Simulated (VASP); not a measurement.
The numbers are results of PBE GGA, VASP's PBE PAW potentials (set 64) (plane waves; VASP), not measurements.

VASP input:

INCAR:
```
ALGO=Normal
EDIFF=1E-7
EDIFFG=-0.01
ENCUT=480
GGA=PE
IBRION=2
ISIF=3
ISMEAR=1
LASPH=T
LCHARG=F
LMAXMIX=6
LREAL=F
LWAVE=F
NELM=100
NSW=40
PREC=Accurate
PSTRESS=300
SIGMA=0.1
SYSTEM=Hf
```

**POSCAR**
```
Hf
1
    1.6004587090    -2.7720757610     0.0000000000
    1.6004587090     2.7720757610     0.0000000000
    0.0000000000     0.0000000000     5.0587135159
Hf
2
Direct
  0.3333330000   0.6666670000   0.2500000000
  0.6666670000   0.3333330000   0.7500000000
```

### KPOINTS
```
Automatic mesh
0
Gamma
12 12 8
0 0 0
```

POTCAR, in this order: Hf_pv (PBE.64 set). Program: vasp_std.

The resulting files:

OSZICAR:
```
...
       N       E                     dE             d eps       ncg     rms          rms(c)
DAV:   1    -0.503149002608E+02   -0.30467E+02   -0.96182E+02  2660   0.314E+02    0.961E+01
DAV:   2    -0.204195276261E+02    0.29895E+02   -0.43920E+01  2768   0.715E+01    0.345E+01
DAV:   3    -0.107781012825E+02    0.96414E+01   -0.16987E+01  2720   0.394E+01    0.134E+01
DAV:   4    -0.103226979860E+02    0.45540E+00   -0.11143E+00  3208   0.886E+00    0.612E+00
DAV:   5    -0.102827837289E+02    0.39914E-01   -0.12333E-01  2984   0.297E+00    0.187E+00
DAV:   6    -0.102849102518E+02   -0.21265E-02   -0.66088E-03  3224   0.689E-01    0.755E-01
DAV:   7    -0.102850483593E+02   -0.13811E-03   -0.22472E-04  3026   0.147E-01    0.658E-02
DAV:   8    -0.102850419390E+02    0.64203E-05   -0.16213E-05  3032   0.367E-02    0.603E-02
DAV:   9    -0.102850435570E+02   -0.16180E-05   -0.56393E-07  3176   0.653E-03    0.814E-03
DAV:  10    -0.102850437760E+02   -0.21899E-06   -0.85414E-09  1564   0.968E-04    0.503E-03
DAV:  11    -0.102850440414E+02   -0.26540E-06   -0.20985E-08  1456   0.154E-03    0.395E-04
DAV:  12    -0.102850440531E+02   -0.11674E-07   -0.22973E-09  1414   0.500E-04
   2 F= -.60245613E+01 E0= -.60246529E+01  d E =0.541891E+01
       N       E                     dE             d eps       ncg     rms          rms(c)
DAV:   1    -0.385186859125E+02   -0.28234E+02   -0.51820E+02  2660   0.207E+02    0.711E+01
DAV:   2    -0.244690179069E+02    0.14050E+02   -0.32857E+01  2756   0.457E+01    0.226E+01
DAV:   3    -0.199140810225E+02    0.45549E+01   -0.77628E+00  2948   0.203E+01    0.609E+00
DAV:   4    -0.193943890153E+02    0.51969E+00   -0.14871E+00  2894   0.959E+00    0.296E+00
DAV:   5    -0.194027723184E+02   -0.83833E-02   -0.99579E-02  3290   0.192E+00    0.713E-01
DAV:   6    -0.194030964781E+02   -0.32416E-03   -0.24196E-03  3182   0.381E-01    0.365E-01
DAV:   7    -0.194029242421E+02    0.17224E-03   -0.14238E-04  3278   0.951E-02    0.677E-02
DAV:   8    -0.194029236889E+02    0.55316E-06   -0.26531E-06  3200   0.137E-02    0.183E-02
DAV:   9    -0.194029226864E+02    0.10025E-05   -0.11067E-06  3022   0.862E-03    0.711E-03
DAV:  10    -0.194029226008E+02    0.85578E-07   -0.45962E-08  1780   0.186E-03
   3 F= -.12275855E+02 E0= -.12276279E+02  d E =-.832387E+00
       N       E                     dE             d eps       ncg     rms          rms(c)
DAV:   1    -0.193036142662E+02    0.99308E-01   -0.11375E+00  2660   0.969E+00    0.272E+00
DAV:   2    -0.192705948974E+02    0.33019E-01   -0.70221E-02  2690   0.229E+00    0.790E-01
DAV:   3    -0.192599168098E+02    0.10678E-01   -0.19189E-02  2696   0.113E+00    0.341E-01
DAV:   4    -0.192587887011E+02    0.11281E-02   -0.24535E-03  3004   0.410E-01    0.297E-01
DAV:   5    -0.192586958383E+02    0.92863E-04   -0.30263E-04  3152   0.116E-01    0.479E-02
DAV:   6    -0.192586993682E+02   -0.35299E-05   -0.13676E-05  3276   0.281E-02    0.161E-02
DAV:   7    -0.192586983796E+02    0.98854E-06   -0.39269E-07  3088   0.491E-03    0.401E-03
DAV:   8    -0.192586984155E+02   -0.35920E-07   -0.61924E-09  1666   0.590E-04
   4 F= -.12298968E+02 E0= -.12299299E+02  d E =-.855500E+00
       N       E                     dE             d eps       ncg     rms          rms(c)
DAV:   1    -0.192014598536E+02    0.57239E-01   -0.18571E-01  2672   0.393E+00    0.112E+00
DAV:   2    -0.191960884724E+02    0.53714E-02   -0.11603E-02  2690   0.931E-01    0.325E-01
DAV:   3    -0.191943452415E+02    0.17432E-02   -0.30689E-03  2714   0.453E-01    0.136E-01
DAV:   4    -0.191941560761E+02    0.18917E-03   -0.41575E-04  2980   0.169E-01    0.118E-01
DAV:   5    -0.191941450511E+02    0.11025E-04   -0.49301E-05  3140   0.468E-02    0.193E-02
DAV:   6    -0.191941460378E+02   -0.98672E-06   -0.22950E-06  3264   0.115E-02    0.661E-03
DAV:   7    -0.191941457599E+02    0.27790E-06   -0.57400E-08  1842   0.204E-03    0.143E-03
DAV:   8    -0.191941457732E+02   -0.13298E-07   -0.82302E-09  1468   0.692E-04
   5 F= -.12301082E+02 E0= -.12301374E+02  d E =-.857614E+00
       N       E                     dE             d eps       ncg     rms          rms(c)
DAV:   1    -0.192233914261E+02   -0.29246E-01   -0.33593E-02  2660   0.167E+00    0.479E-01
DAV:   2    -0.192224184849E+02    0.97294E-03   -0.21132E-03  2690   0.396E-01    0.139E-01
DAV:   3    -0.192221035192E+02    0.31497E-03   -0.54584E-04  2720   0.191E-01    0.567E-02
DAV:   4    -0.192220662059E+02    0.37313E-04   -0.78619E-05  2968   0.733E-02    0.492E-02
DAV:   5    -0.192220607905E+02    0.54154E-05   -0.88012E-06  3134   0.197E-02    0.818E-03
DAV:   6    -0.192220605235E+02    0.26706E-06   -0.41482E-07  3110   0.488E-03    0.285E-03
DAV:   7    -0.192220605925E+02   -0.69068E-07   -0.10955E-08  1456   0.895E-04
   6 F= -.12300698E+02 E0= -.12301008E+02  d E =-.857230E+00
       N       E                     dE             d eps       ncg     rms          rms(c)
DAV:   1    -0.192217513166E+02    0.30921E-03   -0.11339E-01  2660   0.282E+00    0.275E-01
DAV:   2    -0.192205917473E+02    0.11596E-02   -0.17648E-03  3350   0.337E-01    0.171E-01
DAV:   3    -0.192202757619E+02    0.31599E-03   -0.30240E-04  3332   0.127E-01    0.160E-01
DAV:   4    -0.192201906825E+02    0.85079E-04   -0.16714E-04  3410   0.955E-02    0.615E-02
DAV:   5    -0.192201909204E+02   -0.23784E-06   -0.12813E-05  3298   0.276E-02    0.431E-03
DAV:   6    -0.192201909724E+02   -0.52017E-07   -0.96217E-08  1894   0.285E-03
   7 F= -.12301286E+02 E0= -.12301588E+02  d E =-.588547E-03
       N       E                     dE             d eps       ncg     rms          rms(c)
DAV:   1    -0.192195923970E+02    0.59852E-03   -0.10964E-02  2672   0.877E-01    0.859E-02
DAV:   2    -0.192194802628E+02    0.11213E-03   -0.17112E-04  3350   0.105E-01    0.525E-02
DAV:   3    -0.192194495121E+02    0.30751E-04   -0.29658E-05  3350   0.397E-02    0.488E-02
DAV:   4    -0.192194412833E+02    0.82289E-05   -0.15814E-05  3410   0.294E-02    0.192E-02
DAV:   5    -0.192194412682E+02    0.15078E-07   -0.12127E-06  3274   0.850E-03    0.131E-03
DAV:   6    -0.192194412831E+02   -0.14938E-07   -0.89700E-09  1474   0.885E-04
   8 F= -.12301326E+02 E0= -.12301620E+02  d E =-.628060E-03
       N       E                     dE             d eps       ncg     rms          rms(c)
DAV:   1    -0.191842972498E+02    0.35144E-01   -0.60119E-02  2660   0.224E+00    0.636E-01
DAV:   2    -0.191825685589E+02    0.17287E-02   -0.37545E-03  2702   0.529E-01    0.187E-01
DAV:   3    -0.191820061323E+02    0.56243E-03   -0.98129E-04  2744   0.256E-01    0.776E-02
DAV:   4    -0.191819437341E+02    0.62398E-04   -0.13801E-04  3000   0.973E-02    0.674E-02
DAV:   5    -0.191819416536E+02    0.20805E-05   -0.16263E-05  3134   0.270E-02    0.109E-02
DAV:   6    -0.191819421478E+02   -0.49422E-06   -0.72609E-07  3228   0.648E-03    0.379E-03
DAV:   7    -0.191819420064E+02    0.14141E-06   -0.18652E-08  1558   0.117E-03    0.813E-04
DAV:   8    -0.191819420151E+02   -0.87114E-08   -0.29251E-09  1378   0.415E-04
   9 F= -.12301577E+02 E0= -.12301859E+02  d E =-.251706E-03
       N       E                     dE             d eps       ncg     rms          rms(c)
DAV:   1    -0.191941004173E+02   -0.12158E-01   -0.59450E-03  2660   0.703E-01    0.201E-01
DAV:   2    -0.191939286600E+02    0.17176E-03   -0.37269E-04  2714   0.167E-01    0.590E-02
DAV:   3    -0.191938728983E+02    0.55762E-04   -0.96082E-05  2738   0.801E-02    0.242E-02
DAV:   4    -0.191938659196E+02    0.69788E-05   -0.13991E-05  3006   0.309E-02    0.209E-02
DAV:   5    -0.191938643389E+02    0.15807E-05   -0.15986E-06  3110   0.845E-03    0.343E-03
DAV:   6    -0.191938642170E+02    0.12182E-06   -0.62168E-08  1468   0.204E-03    0.102E-03
DAV:   7    -0.191938642593E+02   -0.42277E-07   -0.10326E-08  1336   0.939E-04
  10 F= -.12301646E+02 E0= -.12301932E+02  d E =-.320051E-03
```

OUTCAR:
```
------------------------ aborting loop because EDIFF is reached ----------------------------------------
  FORCE on cell =-STRESS in cart. coord.  units (eV):
  Direction    XX          YY          ZZ          XY          YZ          ZX
  --------------------------------------------------------------------------------------
  Total        6.8940759      6.8940756      6.8927346     -0.0000000      0.0000000      0.0000000
  in kB      300.0808498    300.0808373    300.0224650     -0.0000000      0.0000000      0.0000000
  external PRESSURE =       0.0613840 kB  Pullay stress =     300.0000000 kB
  volume of cell :       36.81
      direct lattice vectors                 reciprocal lattice vectors
     1.494564791 -2.588662099  0.000000000     0.334545550 -0.193149967 -0.000000000
     1.494564791  2.588662099 -0.000000000     0.334545550  0.193149967 -0.000000000
     0.000000000 -0.000000000  4.756946353     0.000000000  0.000000000  0.210218894
 POSITION                                       TOTAL-FORCE (eV/Angst)
 -----------------------------------------------------------------------------------
      1.49456      0.86289      1.18924        -0.000000      0.000000      0.000000
      1.49456     -0.86289      3.56771         0.000000     -0.000000      0.000000
 -----------------------------------------------------------------------------------
    total drift:                                0.000001      0.000153     -0.000015
  FREE ENERGIE OF THE ION-ELECTRON SYSTEM (eV)
  ---------------------------------------------------
  free  energy   TOTEN  =       -19.1938642593 eV

  energy  without entropy=      -19.1947213920  energy(sigma->0) =      -19.19414997
  enthalpy is  TOTEN    =       -12.3016458157 eV   P V=        6.8922184436

 reached required accuracy - stopping structural energy minimisation
```
(Selected blocks of OUTCAR.)

**CONTCAR**
```
Hf
   1.00000000000000
     1.4945647906156956   -2.5886620989266156    0.0000000000000000
     1.4945647906156956    2.5886620989266156   -0.0000000000000000
     0.0000000000000000   -0.0000000000000000    4.7569463532298588
  Hf
     2
Direct
     0.3333330000000032    0.6666669999999968    0.2500000000000000
     0.6666669999999968    0.3333330000000032    0.7500000000000000
```

Energy and stress use the plane-wave basis of the starting cell.

The compound is Hf in the hcp structure. This run relaxes it under an external pressure of 30 GPa. Symmetry was kept, so distortions that lower it aren't found.
